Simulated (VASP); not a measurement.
## Band gap of TePb: cutoff, mesh and cell

Aim: test what besides the functional moves the gap of TePb. The starting structure is a measured crystal structure from the Crystallography Open Database. Cell and atoms stay as given unless a step says otherwise.

Program: VASP 6.6.1. Level of theory: Kohn-Sham DFT with plane waves and PAW; LDA. Results are calculated unless marked as measured.

## 1. The structure

It takes space group Fm-3m (No. 225, cubic). Conventional cell: a = 6.462 Å, b = 6.462 Å, c = 6.462 Å, α = 90.00°, β = 90.00°, γ = 90.00°. Pb has 6 Te at 3.23 Å nearest. Nearest to Te lie 6 Pb at 3.23 Å. Farther neighbours and most contacts between anions are not listed.

As a file:

```xyz
2
Lattice="0.0000 3.2310 3.2310 3.2310 0.0000 3.2310 3.2310 3.2310 0.0000" Properties=species:S:1:pos:R:3 pbc="T T T"
Pb    0.0000    0.0000    0.0000
Te    3.2310    3.2310    3.2310
```

## 2. Reference bands

INCAR reads:

```
SYSTEM = TePb
PREC = Accurate
ENCUT = 350
EDIFF = 1E-06
NELM = 100
ISMEAR = 0
SIGMA = 0.03
LREAL = .FALSE.
ALGO = Normal
GGA = CA
NBANDS = 22
LORBIT = 11
LWAVE = .FALSE.
LCHARG = .FALSE.
KPAR = 4
```

POSCAR reads:

```
TePb
1.0
    0.0000000000      3.2310000000      3.2310000000
    3.2310000000      0.0000000000      3.2310000000
    3.2310000000      3.2310000000      0.0000000000
Pb Te
1 1
Direct
    0.0000000000      0.0000000000      0.0000000000
    0.5000000000      0.5000000000      0.5000000000
```

KPOINTS reads:

```
Automatic mesh
0
Gamma
6 6 6
0 0 0
```

KPOINTS_OPT reads:

```
Line mode
10
Line-mode
Reciprocal
  0.00000000   0.00000000   0.00000000 GAMMA
  0.50000000   0.00000000   0.50000000 X

  0.50000000   0.00000000   0.50000000 X
  0.50000000   0.25000000   0.75000000 W

  0.50000000   0.25000000   0.75000000 W
  0.37500000   0.37500000   0.75000000 K

  0.37500000   0.37500000   0.75000000 K
  0.00000000   0.00000000   0.00000000 GAMMA

  0.00000000   0.00000000   0.00000000 GAMMA
  0.50000000   0.50000000   0.50000000 L

  0.50000000   0.50000000   0.50000000 L
  0.62500000   0.25000000   0.62500000 U

  0.62500000   0.25000000   0.62500000 U
  0.50000000   0.25000000   0.75000000 W

  0.50000000   0.25000000   0.75000000 W
  0.50000000   0.50000000   0.50000000 L

  0.50000000   0.50000000   0.50000000 L
  0.37500000   0.37500000   0.75000000 K

  0.62500000   0.25000000   0.62500000 U
  0.50000000   0.00000000   0.50000000 X
```

The projector-augmented-wave data sets are Pb_d and Te (LDA family, release 64).

Started as:

```sh
$ mpirun -np 4 vasp_std
```

What it wrote:

```text
[banner, memory and clock lines left out]
running    4 mpi-ranks, on    1 nodes
 distrk:  each k-point on    1 cores,    4 groups
 distr:  one band on    1 cores,    1 groups

 POSCAR found type information on POSCAR PbTe
 POSCAR found :  2 types and       2 ions
 LDA part: xc-table for (Slater(with rela. corr.)+CA(PZ))
 , standard interpolation
 POSCAR, INCAR and KPOINTS ok, starting setup
 FFT: planning ... GRIDC
 FFT: planning ... GRID_SOFT
 FFT: planning ... GRID
 WAVECAR not read
 entering main loop
       N       E                     dE             d eps       ncg     rms          rms(c)
DAV:   1     0.143083558352E+03    0.14308E+03   -0.70503E+03   718   0.645E+02
DAV:   2     0.116926273602E+01   -0.14191E+03   -0.13489E+03   766   0.214E+02
DAV:   3    -0.862294383998E+01   -0.97922E+01   -0.97389E+01   882   0.641E+01
DAV:   4    -0.887962117015E+01   -0.25668E+00   -0.25658E+00   864   0.113E+01
DAV:   5    -0.889125038709E+01   -0.11629E-01   -0.11629E-01  1010   0.225E+00    0.337E+00
DAV:   6    -0.877046653092E+01    0.12078E+00   -0.20993E-01  1052   0.278E+00    0.206E+00
DAV:   7    -0.876253441911E+01    0.79321E-02   -0.59360E-02   960   0.951E-01    0.918E-01
DAV:   8    -0.876198035429E+01    0.55406E-03   -0.68912E-03   928   0.678E-01    0.132E-01
DAV:   9    -0.876183526460E+01    0.14509E-03   -0.11938E-03  1058   0.283E-01    0.552E-02
DAV:  10    -0.876182710396E+01    0.81606E-05   -0.71953E-05   884   0.500E-02    0.253E-02
DAV:  11    -0.876182435787E+01    0.27461E-05   -0.26746E-05   984   0.308E-02    0.105E-02
DAV:  12    -0.876182457600E+01   -0.21813E-06   -0.24752E-06   814   0.952E-03
   1 F= -.87618246E+01 E0= -.87618246E+01  d E =-.610010E-29
 Start KPOINTS_OPT (optional k-point list driver)
k-point batch [1-16\100]
       N       E                     dE             ncg
DAV:   1     0.676675073053E+03   -0.50965E+04      720
DAV:   2    -0.159763539246E+04   -0.22743E+04      778
DAV:   3    -0.174842549698E+04   -0.15079E+03      930
DAV:   4    -0.175208930447E+04   -0.36638E+01      854
DAV:   5    -0.175229212001E+04   -0.20282E+00     1018
DAV:   6    -0.175230126005E+04   -0.91400E-02      964
DAV:   7    -0.175230132422E+04   -0.64170E-04     1004
DAV:   8    -0.175230132510E+04   -0.87913E-06      702
[...]
k-point batch [97-100\100]
       N       E                     dE             ncg
DAV:   1     0.638451322139E+04   -0.17887E+04      176
DAV:   2     0.580756467688E+04   -0.57695E+03      182
DAV:   3     0.576789692511E+04   -0.39668E+02      234
DAV:   4     0.576694435949E+04   -0.95257E+00      214
DAV:   5     0.576690563804E+04   -0.38721E-01      254
DAV:   6     0.576690387589E+04   -0.17622E-02      238
DAV:   7     0.576690386672E+04   -0.91745E-05      248
DAV:   8     0.576690386660E+04   -0.12031E-06      182
```

The job ended after 10 s (4 MPI ranks of AMD EPYC 9R14 (Zen 4), shared host; peak memory 0.51 GiB; 38 s of CPU time).

The logs omit lines about the potential files and the build; timing stands in the text.

From OUTCAR (step 2):

```text
ion  position               nearest neighbor table
   1  0.000  0.000  0.000-   2 3.23   2 3.23   2 3.23   2 3.23   2 3.23   2 3.23
   2  0.500  0.500  0.500-   1 3.23   1 3.23   1 3.23   1 3.23   1 3.23   1 3.23

  LATTYP: Found a face centered cubic cell.
 ALAT       =     6.4620000000

 Subroutine GETGRP returns: Found 48 space group operations
 (whereof 48 operations were pure point group operations)

The static configuration has the point symmetry O_h .

 Found     16 irreducible k-points:

   k-points           NKPTS =     16   k-points in BZ     NKDIM =     16   number of bands    NBANDS=     22

   dimension x,y,z NGX =    28 NGY =   28 NGZ =   28
   dimension x,y,z NGXF=    56 NGYF=   56 NGZF=   56

   ENCUT  =  350.0 eV  25.72 Ry    5.07 a.u.   6.97  6.97  6.97*2*pi/ulx,y,z

   NELECT =      20.0000    total number of electrons

 k-points in reciprocal lattice and weights: Automatic mesh
   0.00000000  0.00000000  0.00000000       0.005
   0.16666667  0.00000000  0.00000000       0.037
   0.33333333  0.00000000  0.00000000       0.037
   0.50000000  0.00000000  0.00000000       0.019
   0.16666667  0.16666667  0.00000000       0.028
   0.33333333  0.16666667  0.00000000       0.111
   0.50000000  0.16666667  0.00000000       0.111
  -0.33333333  0.16666667  0.00000000       0.111
  -0.16666667  0.16666667  0.00000000       0.056
[...]
-0.33333333  0.33333333  0.16666667       0.111
  -0.33333333  0.50000000  0.16666667       0.056

 average (electrostatic) potential at core
       1 -91.7439       2 -89.1611

 E-fermi :   5.6422

 k-point     1 :       0.0000    0.0000    0.0000
  band No.  band energies     occupation
    ...
      6      -6.6407      2.00000
      7      -0.2611      2.00000
      8       4.0699      2.00000
      9       4.0699      2.00000
     10       4.0699      2.00000
     11       9.4021      0.00000
     12       9.4021      0.00000
     13       9.4021      0.00000
     14      11.1951      0.00000
     15      11.1951      0.00000
    ...

 k-point     2 :       0.1667    0.0000    0.0000
  band No.  band energies     occupation
    ...
      6      -6.4044      2.00000
      7      -0.9779      2.00000
      8       4.1435      2.00000
      9       4.1435      2.00000
     10       4.4489      2.00000
     11       8.2306      0.00000
     12       8.4844      0.00000
     13       8.4844      0.00000
     14      11.0199      0.00000
     15      11.6993      0.00000
    ...

 k-point     3 :       0.3333    0.0000    0.0000
  band No.  band energies     occupation
    ...
      6      -5.7593      2.00000
      7      -2.3623      2.00000
      8       4.3642      2.00000
      9       4.3642      2.00000
     10       5.0160      2.00000
     11       6.7932      0.00000
     12       7.2022      0.00000
     13       7.2022      0.00000
     14      11.9494      0.00000
     15      13.0527      0.00000
    ...

  Total       -0.7918504     -0.7918504     -0.7918504     -0.0000000     -0.0000000      0.0000000
  in kB      -18.8067115    -18.8067115    -18.8067115     -0.0000000     -0.0000000      0.0000000
  external PRESSURE =     -18.8067115 kB  Pullay stress =       0.0000000 kB

  energy-cutoff  :      350.00
  volume of cell :       67.46
      direct lattice vectors                 reciprocal lattice vectors
     0.000000000  3.231000000  3.231000000    -0.154750851  0.154750851  0.154750851
     3.231000000  0.000000000  3.231000000     0.154750851 -0.154750851  0.154750851
     3.231000000  3.231000000  0.000000000     0.154750851  0.154750851 -0.154750851

 POSITION                                       TOTAL-FORCE (eV/Angst)
 -----------------------------------------------------------------------------------
      0.00000      0.00000      0.00000        -0.000000      0.000000     -0.000000
      3.23100      3.23100      3.23100         0.000000     -0.000000      0.000000
 -----------------------------------------------------------------------------------
    total drift:                               -0.000000      0.000000      0.000000

  FREE ENERGIE OF THE ION-ELECTRON SYSTEM (eV)
  ---------------------------------------------------
  free  energy   TOTEN  =        -8.7618245760 eV

  energy  without entropy=       -8.7618245760  energy(sigma->0) =       -8.76182458

 total charge
# of ion       s       p       d       tot
------------------------------------------
    1        1.456   0.596   9.826  11.878
    2        1.383   1.994   0.019   3.397
--------------------------------------------------
tot          2.839   2.590   9.846  15.275

[... 3 further parts left out ...]
```

Spin-orbit coupling is off here; with elements this heavy it can split and shift levels by tenths of an eV, and by up to about 1 eV where a band edge is a 6p state.

The reference gap is 0.636 eV.

## 3. Bands with cell and atoms relaxed by LDA

Against step 2 the input has another starting structure. The cell comes from a relaxation at this level, not shown (65.11 Å³).

INCAR is that of step 2.

POSCAR reads:

```
TePb
1.0
    0.0000000000      3.1930413722      3.1930413722
    3.1930413722      0.0000000000      3.1930413722
    3.1930413722      3.1930413722      0.0000000000
Pb Te
1 1
Direct
    0.0000000000      0.0000000000      0.0000000000
    0.5000000000      0.5000000000      0.5000000000
```

KPOINTS is that of step 2.

KPOINTS_OPT is that of step 2.

Started as:

```sh
$ mpirun -np 4 vasp_std
```

What it wrote:

```text
[... set-up lines as in an earlier step ...]
 entering main loop
       N       E                     dE             d eps       ncg     rms          rms(c)
DAV:   1     0.142786911235E+03    0.14279E+03   -0.69656E+03   712   0.643E+02
DAV:   2     0.104870256638E+01   -0.14174E+03   -0.13490E+03   784   0.224E+02
DAV:   3    -0.860868897793E+01   -0.96574E+01   -0.96099E+01   880   0.656E+01
DAV:   4    -0.887890542816E+01   -0.27022E+00   -0.27013E+00   872   0.113E+01
[...]
DAV:  10    -0.877389473575E+01    0.12000E-04   -0.66690E-05   940   0.526E-02    0.223E-02
DAV:  11    -0.877389295503E+01    0.17807E-05   -0.33054E-05  1000   0.381E-02    0.146E-02
DAV:  12    -0.877389260826E+01    0.34677E-06   -0.34221E-06   800   0.739E-03
   1 F= -.87738926E+01 E0= -.87738926E+01  d E =-.468275E-28
 Start KPOINTS_OPT (optional k-point list driver)
k-point batch [1-16\100]
       N       E                     dE             ncg
DAV:   1     0.840462661895E+03   -0.48705E+04      720
DAV:   2    -0.147653931057E+04   -0.23170E+04      752
DAV:   3    -0.163428387405E+04   -0.15774E+03      872
DAV:   4    -0.163815758562E+04   -0.38737E+01      914
DAV:   5    -0.163832619909E+04   -0.16861E+00      932
DAV:   6    -0.163833120382E+04   -0.50047E-02      994
DAV:   7    -0.163833127412E+04   -0.70295E-04      974
DAV:   8    -0.163833127461E+04   -0.48805E-06      742
[...]
k-point batch [97-100\100]
       N       E                     dE             ncg
DAV:   1     0.642143911295E+04   -0.20679E+04      184
DAV:   2     0.587125252536E+04   -0.55019E+03      182
DAV:   3     0.583001437703E+04   -0.41238E+02      250
DAV:   4     0.582890855271E+04   -0.11058E+01      208
DAV:   5     0.582886734575E+04   -0.41207E-01      238
DAV:   6     0.582886462486E+04   -0.27209E-02      238
DAV:   7     0.582886461101E+04   -0.13846E-04      254
DAV:   8     0.582886461071E+04   -0.29821E-06      212
```

It took 10 s on 4 MPI ranks; peak memory 0.51 GiB.

Parts of OUTCAR (step 3):

```text
  Total       -0.1135753     -0.1135753     -0.1135753     -0.0000000      0.0000000      0.0000000
  in kB       -2.7948001     -2.7948001     -2.7948001     -0.0000000      0.0000000      0.0000000
  external PRESSURE =      -2.7948001 kB  Pullay stress =       0.0000000 kB

 POSITION                                       TOTAL-FORCE (eV/Angst)
 -----------------------------------------------------------------------------------
      0.00000      0.00000      0.00000         0.000000      0.000000     -0.000000
      3.19304      3.19304      3.19304        -0.000000     -0.000000      0.000000
 -----------------------------------------------------------------------------------
    total drift:                               -0.000000      0.000000      0.000000

  FREE ENERGIE OF THE ION-ELECTRON SYSTEM (eV)
  ---------------------------------------------------
  free  energy   TOTEN  =        -8.7738926083 eV

  energy  without entropy=       -8.7738926083  energy(sigma->0) =       -8.77389261

[... 1 part as in an earlier step ...]

[... 2 further parts left out ...]
[key lines of the parts left out:]
E-fermi :   6.1193
```

With cell and atoms relaxed by LDA the gap is 0.560 eV, -0.076 eV from the reference.

## 4. Bands with no band path

Against step 2 the input has no band path (also changed: NBANDS).

Changes to INCAR since step 3:

```diff
@@ -10,3 +10,3 @@
 GGA = CA
-NBANDS = 22
+NBANDS = 16
 LORBIT = 11
```

POSCAR reads:

```
TePb
1.0
    0.0000000000      3.2310000000      3.2310000000
    3.2310000000      0.0000000000      3.2310000000
    3.2310000000      3.2310000000      0.0000000000
Pb Te
1 1
Direct
    0.0000000000      0.0000000000      0.0000000000
    0.5000000000      0.5000000000      0.5000000000
```

KPOINTS is that of step 3.

Started as:

```sh
$ mpirun -np 4 vasp_std
```

What it wrote:

```text
[... set-up lines as in an earlier step ...]
 entering main loop
       N       E                     dE             d eps       ncg     rms          rms(c)
DAV:   1     0.130569717724E+03    0.13057E+03   -0.73966E+03   512   0.885E+02
DAV:   2    -0.569383879031E+00   -0.13114E+03   -0.12880E+03   544   0.272E+02
DAV:   3    -0.870617711327E+01   -0.81368E+01   -0.81198E+01   672   0.739E+01
DAV:   4    -0.888489766152E+01   -0.17872E+00   -0.17869E+00   672   0.136E+01
[...]
DAV:  10    -0.876182298081E+01    0.39805E-05   -0.74775E-05   640   0.662E-02    0.213E-02
DAV:  11    -0.876182441409E+01   -0.14333E-05   -0.93908E-06   736   0.158E-02    0.576E-03
DAV:  12    -0.876182444253E+01   -0.28434E-07   -0.43598E-07   392   0.960E-03
   1 F= -.87618244E+01 E0= -.87618244E+01  d E =-.591902E-13
```

Wall time 2.8 s (4 MPI ranks); peak memory 0.44 GiB.

OUTCAR, selected parts (step 4):

```text
  Total       -0.7891750     -0.7891750     -0.7891750      0.0000000      0.0000000      0.0000000
  in kB      -18.7431688    -18.7431688    -18.7431688      0.0000000      0.0000000      0.0000000
  external PRESSURE =     -18.7431688 kB  Pullay stress =       0.0000000 kB

  FREE ENERGIE OF THE ION-ELECTRON SYSTEM (eV)
  ---------------------------------------------------
  free  energy   TOTEN  =        -8.7618244425 eV

  energy  without entropy=       -8.7618244425  energy(sigma->0) =       -8.76182444

[... 2 parts as in an earlier step ...]

[... 2 further parts left out ...]
[key lines of the parts left out:]
E-fermi :   5.5534
```

With no band path the gap is 0.636 eV, +0.000 eV from the reference, read on the mesh alone.

## 5. Bands with a cutoff of 380 eV

Against step 2 the input has ENCUT = 380.

Changes to INCAR since step 4:

```diff
@@ -2,3 +2,3 @@
 PREC = Accurate
-ENCUT = 350
+ENCUT = 380
 EDIFF = 1E-06
@@ -10,3 +10,3 @@
 GGA = CA
-NBANDS = 16
+NBANDS = 22
 LORBIT = 11
```

POSCAR is that of step 4.

KPOINTS is that of step 4.

KPOINTS_OPT is that of step 3.

Started as:

```sh
$ mpirun -np 4 vasp_std
```

What it wrote:

```text
[... set-up lines as in an earlier step ...]
 entering main loop
       N       E                     dE             d eps       ncg     rms          rms(c)
DAV:   1     0.145062112253E+03    0.14506E+03   -0.71761E+03   712   0.689E+02
DAV:   2     0.176263265728E+01   -0.14330E+03   -0.13604E+03   798   0.230E+02
DAV:   3    -0.858974226745E+01   -0.10352E+02   -0.10292E+02   890   0.673E+01
DAV:   4    -0.887898407133E+01   -0.28924E+00   -0.28914E+00   844   0.121E+01
[...]
DAV:  10    -0.876306761003E+01    0.12559E-04   -0.79844E-05   934   0.562E-02    0.255E-02
DAV:  11    -0.876306475310E+01    0.28569E-05   -0.28585E-05   988   0.323E-02    0.116E-02
DAV:  12    -0.876306495567E+01   -0.20257E-06   -0.24751E-06   836   0.921E-03
   1 F= -.87630650E+01 E0= -.87630650E+01  d E =-.187998E-28
 Start KPOINTS_OPT (optional k-point list driver)
k-point batch [1-16\100]
       N       E                     dE             ncg
DAV:   1     0.846237673400E+03   -0.53709E+04      712
DAV:   2    -0.157685088174E+04   -0.24231E+04      758
DAV:   3    -0.174830237678E+04   -0.17145E+03      920
DAV:   4    -0.175261387850E+04   -0.43115E+01      878
DAV:   5    -0.175282138241E+04   -0.20750E+00      966
DAV:   6    -0.175282945193E+04   -0.80695E-02      964
DAV:   7    -0.175282950661E+04   -0.54686E-04      972
DAV:   8    -0.175282950724E+04   -0.62850E-06      744
[...]
k-point batch [97-100\100]
       N       E                     dE             ncg
DAV:   1     0.656574066621E+04   -0.21336E+04      176
DAV:   2     0.599390334253E+04   -0.57184E+03      194
DAV:   3     0.595064108558E+04   -0.43262E+02      232
DAV:   4     0.594943570026E+04   -0.12054E+01      230
DAV:   5     0.594938534702E+04   -0.50353E-01      256
DAV:   6     0.594938274214E+04   -0.26049E-02      256
DAV:   7     0.594938272896E+04   -0.13181E-04      264
DAV:   8     0.594938272883E+04   -0.12547E-06      164
```

Elapsed: 12 s, on 4 MPI ranks; peak memory 0.54 GiB; 46 s of CPU time.

[end of part 1 of 2]

[Lines on the potential files, build, host, timing and source positions are cut from VASP's logs without a mark.]

[Logs are printed without paths, hosts, clocks, repeated set-up lines and the standing remarks that a program may print on its own settings, such as how far it seeks lower states.]

[Hosts, paths, dates, database ids (printed as entryN), source tags and the programs' standing remarks are cut or masked in the printed files.]
